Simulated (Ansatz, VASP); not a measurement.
## SnTe in two plane-wave programs

Wanted: the spread between two codes on one cell, functional and k mesh. The cell is taken from a series of runs on this material, whose earlier steps may have relaxed, scaled, displaced or heated it; both programs get it as it stands.

Calculated with Ansatz 0.2.0; plane waves, with VASP 6.6.1 beside it; zone-centre phonons at PBEsol.

**1. The structure**

Symmetry: Immm, No. 71, orthorhombic system. The conventional cell has a = 4.402 Å, b = 4.474 Å, c = 6.289 Å, α = 90.00°, β = 90.00°, γ = 90.00°. Nearest to Sn lie 6 Te at 3.14 Å. Nearest to Te lie 6 Sn at 3.14 Å. Farther neighbours and most contacts between anions are not listed.

Coordinates:

```cif
data_structure
_symmetry_space_group_name_H-M 'Immm'
_symmetry_Int_Tables_number 71
_cell_length_a 4.4020
_cell_length_b 4.4740
_cell_length_c 6.2889
_cell_angle_alpha 90.000
_cell_angle_beta 90.000
_cell_angle_gamma 90.000
_cell_volume 123.86
loop_
_atom_site_label
_atom_site_type_symbol
_atom_site_symmetry_multiplicity
_atom_site_Wyckoff_symbol
_atom_site_fract_x
_atom_site_fract_y
_atom_site_fract_z
_atom_site_occupancy
Sn1 Sn 2 a 0.00000 0.00000 0.00000 1
Te1 Te 2 c 0.00000 0.00000 0.50000 1
```

**2. VASP: zone-centre phonons, PBEsol**

Second derivatives magnify differences that forces hide, and they need a tight electronic threshold.

Lines of VASP's logs that name or quote its potential files are left out, and so is its time.

Input file INCAR:

```
SYSTEM = SnTe
PREC = Accurate
ENCUT = 500
EDIFF = 1E-08
NELM = 120
ISMEAR = 0
SIGMA = 0.01
LREAL = .FALSE.
ALGO = Normal
GGA = PS
NBANDS = 16
LORBIT = 11
LWAVE = .FALSE.
LCHARG = .FALSE.
ISIF = 2
IBRION = 8
LASPH = .TRUE.
GGA_COMPAT = .FALSE.
KPAR = 2
```

Input file POSCAR:

```
SnTe
1.0
   -0.0254462623      3.1381360024      3.1444400334
    3.1381360024     -0.0254462623      3.1444400334
    3.1126897401      3.1126897401      0.0000000000
Sn Te
1 1
Direct
    0.0000000000      0.0000000000      0.0000000000
    0.5000000000      0.5000000000      0.5000000000
```

Input file KPOINTS:

```
Automatic mesh
0
Gamma
12 12 12
0 0 0
```

The projector-augmented-wave data sets are Sn_d and Te (PBE family, release 64).

Started as:

```console
$ mpirun -np 2 vasp_std
```

Numbers of over 12 decimals in the logs are rounded to 6 here.

Log:

```text
[banner, memory and clock lines left out]
running    2 mpi-ranks, on    1 nodes
 distrk:  each k-point on    1 cores,    2 groups
 distr:  one band on    1 cores,    1 groups

 POSCAR found type information on POSCAR SnTe
 POSCAR found :  2 types and       2 ions
|                                                                             |
|               ----> ADVICE to this user running VASP <----                  |
|                                                                             |
|     You enforced a specific xc type in the INCAR file but a different       |
|     [... a line on the potential file left out ...]
|     I HOPE YOU KNOW WHAT YOU ARE DOING!                                     |
|                                                                             |

 LDA part: xc-table for (Slater+PW92), standard interpolation
 POSCAR, INCAR and KPOINTS ok, starting setup
 FFT: planning ... GRIDC
 FFT: planning ... GRID_SOFT
 FFT: planning ... GRID
 WAVECAR not read
 entering main loop
       N       E                     dE             d eps       ncg     rms          rms(c)
DAV:   1     0.120797371132E+03    0.12080E+03   -0.94879E+03  9056   0.140E+03
DAV:   2     0.152718904604E+01   -0.11927E+03   -0.11673E+03  9960   0.344E+02
DAV:   3    -0.812488442292E+01   -0.96521E+01   -0.96223E+01 11248   0.863E+01
DAV:   4    -0.838075133051E+01   -0.25587E+00   -0.25583E+00 10984   0.154E+01
DAV:   5    -0.839212984313E+01   -0.11379E-01   -0.11378E-01 13336   0.296E+00    0.482E+00
DAV:   6    -0.834071663199E+01    0.51413E-01   -0.11532E-01 13040   0.276E+00    0.300E+00
DAV:   7    -0.833853523887E+01    0.21814E-02   -0.43448E-02 11688   0.133E+00    0.694E-01
DAV:   8    -0.833794406766E+01    0.59117E-03   -0.66643E-03 11448   0.723E-01    0.145E-01
DAV:   9    -0.833800661145E+01   -0.62544E-04   -0.51152E-04 12456   0.214E-01    0.368E-02
DAV:  10    -0.833799054310E+01    0.16068E-04   -0.61796E-05 11928   0.746E-02    0.196E-02
DAV:  11    -0.833798997164E+01    0.57146E-06   -0.24857E-05 12040   0.430E-02    0.217E-02
DAV:  12    -0.833798981146E+01    0.16018E-06   -0.20020E-06 11440   0.119E-02    0.109E-02
DAV:  13    -0.833798967542E+01    0.13604E-06   -0.13094E-07 11760   0.249E-03    0.555E-03
DAV:  14    -0.833798967237E+01    0.30486E-08   -0.95953E-08 11736   0.396E-03
   1 F= -.83379897E+01 E0= -.83379897E+01  d E =-.381441E-13
 Linear response reoptimize wavefunctions to high precision
DAV:   1    -0.833798963511E+01    0.37262E-07   -0.17906E-08 10640   0.704E-04
DAV:   2    -0.833798963517E+01   -0.57753E-10   -0.54786E-10  6304   0.148E-04
 Linear response DOF=           4
 Linear response progress:
  Degree of freedom:   1/  4
       N       E                     dE             d eps       ncg     rms          rms(c)
RMM:   1    -0.215316606132E+00   -0.21532E+00    0.29983E-01 18400   0.104E+01
RMM:   2    -0.220524978404E+00   -0.52084E-02   -0.11977E-02 27086   0.868E-01    0.807E-02
RMM:   3    -0.220361400681E+00    0.16358E-03   -0.93302E-04 29995   0.244E-01    0.434E-02
RMM:   4    -0.220068019546E+00    0.29338E-03   -0.85665E-05 29901   0.738E-02    0.848E-03
RMM:   5    -0.220057677247E+00    0.10342E-04   -0.79707E-06 30884   0.225E-02    0.363E-03
RMM:   6    -0.220062976355E+00   -0.52991E-05   -0.13068E-06 30385   0.769E-03    0.131E-03
RMM:   7    -0.220062473812E+00    0.50254E-06   -0.33568E-07 31128   0.300E-03    0.720E-04
RMM:   8    -0.220059424400E+00    0.30494E-05    0.20349E-07 30318   0.130E-03    0.163E-04
RMM:   9    -0.220059581776E+00   -0.15738E-06    0.43318E-07 31923   0.581E-04    0.208E-04
RMM:  10    -0.220059278229E+00    0.30355E-06    0.60549E-07 31326   0.286E-04    0.150E-04
RMM:  11    -0.220059306379E+00   -0.28150E-07    0.44984E-07 33396   0.145E-04    0.216E-04
RMM:  12    -0.220059057738E+00    0.24864E-06    0.22200E-07 30480   0.950E-05    0.160E-04
RMM:  13    -0.220058917264E+00    0.14047E-06    0.10171E-07 31051   0.569E-05    0.712E-05
RMM:  14    -0.220058892388E+00    0.24876E-07    0.47953E-08 32401   0.332E-05    0.670E-05
RMM:  15    -0.220058772596E+00    0.11979E-06    0.21429E-08 29216   0.292E-05    0.140E-05
RMM:  16    -0.220058745772E+00    0.26824E-07    0.93527E-09 32407   0.216E-05    0.355E-06
RMM:  17    -0.220058742149E+00    0.36231E-08    0.15580E-09 25139   0.177E-05    0.113E-06
 first order change of Fermi-energy   0.23285E-03
 force on displaced ion       1 direction 1 :  -0.295  -0.077   0.000
 Linear response progress:
  Degree of freedom:   2/  4
       N       E                     dE             d eps       ncg     rms          rms(c)
RMM:   1    -0.215294466598E+00   -0.21529E+00    0.30126E-01 10832   0.104E+01
RMM:   2    -0.220511339866E+00   -0.52169E-02   -0.11949E-02 15837   0.866E-01    0.796E-02
RMM:   3    -0.220352127329E+00    0.15921E-03   -0.92714E-04 17472   0.243E-01    0.427E-02
RMM:   4    -0.220063601891E+00    0.28853E-03   -0.84507E-05 17511   0.733E-02    0.848E-03
RMM:   5    -0.220052357118E+00    0.11245E-04   -0.79047E-06 18011   0.223E-02    0.363E-03
RMM:   6    -0.220057168027E+00   -0.48109E-05   -0.12852E-06 17690   0.765E-03    0.132E-03
RMM:   7    -0.220056616328E+00    0.55170E-06   -0.34612E-07 18202   0.298E-03    0.719E-04
RMM:   8    -0.220053507360E+00    0.31090E-05    0.13925E-07 17631   0.130E-03    0.146E-04
RMM:   9    -0.220053774728E+00   -0.26737E-06    0.31629E-07 18637   0.581E-04    0.219E-04
RMM:  10    -0.220053475730E+00    0.29900E-06    0.59743E-07 18308   0.286E-04    0.159E-04
RMM:  11    -0.220053492407E+00   -0.16677E-07    0.40073E-07 19549   0.144E-04    0.214E-04
RMM:  12    -0.220053259942E+00    0.23247E-06    0.20181E-07 17823   0.949E-05    0.179E-04
RMM:  13    -0.220053133032E+00    0.12691E-06    0.82599E-08 18207   0.560E-05    0.949E-05
RMM:  14    -0.220053105180E+00    0.27852E-07    0.40617E-08 18842   0.326E-05    0.912E-05
RMM:  15    -0.220052972452E+00    0.13273E-06    0.15559E-08 17123   0.295E-05    0.298E-05
RMM:  16    -0.220052927263E+00    0.45189E-07    0.78661E-09 18799   0.222E-05    0.107E-05
RMM:  17    -0.220052919472E+00    0.77906E-08    0.16812E-09 16200   0.176E-05    0.599E-06
 first order change of Fermi-energy   0.19754E-03
 force on displaced ion       1 direction 3 :  -0.000  -0.000  -0.247
 Linear response progress:
  Degree of freedom:   3/  4
       N       E                     dE             d eps       ncg     rms          rms(c)
RMM:   1    -0.468283324895E-01   -0.46828E-01    0.67265E-02 32896   0.869E-01
RMM:   2    -0.473603593391E-01   -0.53203E-03   -0.19758E-03 28750   0.217E-01    0.638E-02
RMM:   3    -0.475384043240E-01   -0.17804E-03   -0.16047E-04 29165   0.620E-02    0.475E-02
RMM:   4    -0.478043732273E-01   -0.26597E-03   -0.24004E-05 28836   0.312E-02    0.584E-03
RMM:   5    -0.478138626988E-01   -0.94895E-05   -0.10207E-06 29722   0.737E-03    0.308E-03
RMM:   6    -0.478116540826E-01    0.22086E-05   -0.96986E-08 28876   0.216E-03    0.680E-04
RMM:   7    -0.478111138937E-01    0.54019E-06   -0.13223E-08 29597   0.492E-04    0.140E-04
RMM:   8    -0.478110353401E-01    0.78554E-07   -0.71699E-08 29310   0.159E-04    0.291E-05
RMM:   9    -0.478109325281E-01    0.10281E-06    0.27792E-07 31249   0.529E-05    0.190E-05
RMM:  10    -0.478110024804E-01   -0.69952E-07    0.21456E-07 31952   0.177E-05    0.315E-06
RMM:  11    -0.478109797361E-01    0.22744E-07    0.48996E-08 29349   0.102E-05    0.114E-06
RMM:  12    -0.478109814049E-01   -0.16689E-08   -0.15220E-08 22573   0.690E-06    0.593E-07
 first order change of Fermi-energy  -0.12683E-03
 force on displaced ion       2 direction 1 :  -0.268  -0.081   0.000
 Linear response progress:
  Degree of freedom:   4/  4
       N       E                     dE             d eps       ncg     rms          rms(c)
RMM:   1    -0.468304644793E-01   -0.46830E-01    0.67077E-02 19145   0.865E-01
RMM:   2    -0.473628146977E-01   -0.53235E-03   -0.19757E-03 16850   0.216E-01    0.631E-02
RMM:   3    -0.475405066003E-01   -0.17769E-03   -0.16142E-04 17068   0.619E-02    0.468E-02
RMM:   4    -0.478045455774E-01   -0.26404E-03   -0.24074E-05 16903   0.311E-02    0.581E-03
RMM:   5    -0.478140380336E-01   -0.94925E-05   -0.10223E-06 17440   0.732E-03    0.306E-03
RMM:   6    -0.478115802067E-01    0.24578E-05   -0.93984E-08 16893   0.214E-03    0.677E-04
RMM:   7    -0.478110807812E-01    0.49943E-06   -0.13631E-09 17336   0.490E-04    0.140E-04
RMM:   8    -0.478109881113E-01    0.92670E-07    0.16496E-08 17213   0.159E-04    0.287E-05
RMM:   9    -0.478108773814E-01    0.11073E-06    0.31447E-07 18243   0.527E-05    0.190E-05
RMM:  10    -0.478109493258E-01   -0.71944E-07    0.22775E-07 18586   0.176E-05    0.314E-06
RMM:  11    -0.478109270579E-01    0.22268E-07    0.52388E-08 17003   0.102E-05    0.117E-06
RMM:  12    -0.478109286852E-01   -0.16273E-08   -0.14888E-08 13094   0.691E-06    0.621E-07
 first order change of Fermi-energy  -0.33956E-03
 force on displaced ion       2 direction 3 :  -0.000  -0.000  -0.226
 Linear response finished
```

Parts of OUTCAR (step 2):

```text
ion  position               nearest neighbor table
   1  0.000  0.000  0.000-   2 3.14   2 3.14   2 3.14   2 3.14   2 3.14   2 3.14
   2  0.500  0.500  0.500-   1 3.14   1 3.14   1 3.14   1 3.14   1 3.14   1 3.14

  LATTYP: Found a body centered orthorhombic cell.
 ALAT       =     4.4020080459
 B/A-ratio  =     1.0163500152
 C/A-ratio  =     1.4286389305

 Subroutine GETGRP returns: Found  8 space group operations
 (whereof  8 operations were pure point group operations)

The static configuration has the point symmetry D_2h.

 Found    280 irreducible k-points:

   k-points           NKPTS =    280   k-points in BZ     NKDIM =    280   number of bands    NBANDS=     16

   dimension x,y,z NGX =    32 NGY =   32 NGZ =   32
   dimension x,y,z NGXF=    64 NGYF=   64 NGZF=   64

   ENCUT  =  500.0 eV  36.75 Ry    6.06 a.u.   8.10  8.10  8.03*2*pi/ulx,y,z

   NELECT =      20.0000    total number of electrons

 k-points in reciprocal lattice and weights: Automatic mesh
   0.00000000  0.00000000  0.00000000       0.001
   0.08333333 -0.00000000  0.00000000       0.002
   0.16666667  0.00000000  0.00000000       0.002
   0.25000000 -0.00000000  0.00000000       0.002
   0.33333333 -0.00000000  0.00000000       0.002
   0.41666667 -0.00000000  0.00000000       0.002
   0.50000000 -0.00000000  0.00000000       0.001
   0.08333333  0.08333333  0.00000000       0.001
   0.16666667  0.08333333  0.00000000       0.002
[...]
0.25000000  0.25000000  0.50000000       0.001
  -0.25000000  0.25000000  0.50000000       0.001

 average (electrostatic) potential at core
       1-100.2837       2 -87.5988

  Total        0.1101784      0.1101784      0.0032071      0.1079929      0.0000000      0.0000000
  in kB        2.8504860      2.8504860      0.0829729      2.7939430      0.0000000      0.0000000
  external PRESSURE =       1.9279817 kB  Pullay stress =       0.0000000 kB

  energy-cutoff  :      500.00
  volume of cell :       61.93
      direct lattice vectors                 reciprocal lattice vectors
    -0.025446262  3.138136002  3.144440033    -0.158048680  0.158048680  0.159010824
     3.138136002 -0.025446262  3.144440033     0.158048680 -0.158048680  0.159010824
     3.112689740  3.112689740  0.000000000     0.160632778  0.160632778 -0.159010824

 POSITION                                       TOTAL-FORCE (eV/Angst)
 -----------------------------------------------------------------------------------
      0.00000      0.00000      0.00000         0.000000      0.000000      0.000000
      3.11269      3.11269      3.14444        -0.000000      0.000000     -0.000000
 -----------------------------------------------------------------------------------
    total drift:                                0.000000     -0.000000     -0.000000

 Eigenvectors and eigenvalues of the dynamical matrix
 ----------------------------------------------------

   1 f  =    1.198045 THz     7.527540 2PiTHz   39.962488 cm-1     4.954715 meV
             X         Y         Z           dx          dy          dz
      0.000000  0.000000  0.000000     0.516473    0.516473    0.000000
      3.112690  3.112690  3.144440    -0.482965   -0.482965    0.000000

   2 f  =    0.970355 THz     6.096917 2PiTHz   32.367544 cm-1     4.013062 meV
             X         Y         Z           dx          dy          dz
      0.000000  0.000000  0.000000    -0.000000   -0.000000    0.734594
      3.112690  3.112690  3.144440     0.000000    0.000000   -0.678507

   3 f  =    0.898460 THz     5.645191 2PiTHz   29.969400 cm-1     3.715730 meV
             X         Y         Z           dx          dy          dz
      0.000000  0.000000  0.000000    -0.527358    0.527358   -0.000000
      3.112690  3.112690  3.144440     0.471056   -0.471056    0.000000

   4 f/i=    0.018528 THz     0.116413 2PiTHz    0.618017 cm-1     0.076624 meV
             X         Y         Z           dx          dy          dz
      0.000000  0.000000  0.000000    -0.482965   -0.482965    0.000000
      3.112690  3.112690  3.144440    -0.516473   -0.516473    0.000000

   5 f/i=    0.020982 THz     0.131831 2PiTHz    0.699869 cm-1     0.086773 meV
             X         Y         Z           dx          dy          dz
      0.000000  0.000000  0.000000     0.000000    0.000000   -0.678507
      3.112690  3.112690  3.144440    -0.000000    0.000000   -0.734594

   6 f/i=    0.034412 THz     0.216214 2PiTHz    1.147845 cm-1     0.142315 meV
             X         Y         Z           dx          dy          dz
      0.000000  0.000000  0.000000     0.471056   -0.471056    0.000000
      3.112690  3.112690  3.144440     0.527358   -0.527358    0.000000

 ELASTIC MODULI CONTR FROM IONIC RELAXATION (kBar)
 Direction    XX          YY          ZZ          XY          YZ          ZX
 --------------------------------------------------------------------------------
 XX           0.0000      0.0000      0.0000      0.0000      0.0000      0.0000
 YY           0.0000      0.0000      0.0000      0.0000      0.0000      0.0000
 ZZ           0.0000      0.0000      0.0000      0.0000      0.0000      0.0000
 XY           0.0000      0.0000      0.0000      0.0000      0.0000      0.0000
 YZ           0.0000      0.0000      0.0000      0.0000      0.0000      0.0000
 ZX           0.0000      0.0000      0.0000      0.0000      0.0000      0.0000
 --------------------------------------------------------------------------------
```

(Continued in part 2 of 2.)

[Lines on the potential files, build, host, timing and source positions are cut from VASP's logs without a mark.]

[Logs are printed without paths, hosts, clocks, repeated set-up lines and the standing remarks that a program may print on its own settings, such as how far it seeks lower states.]

[Hosts, paths, dates, database ids (printed as entryN), source tags and the programs' standing remarks are cut or masked in the printed files.]
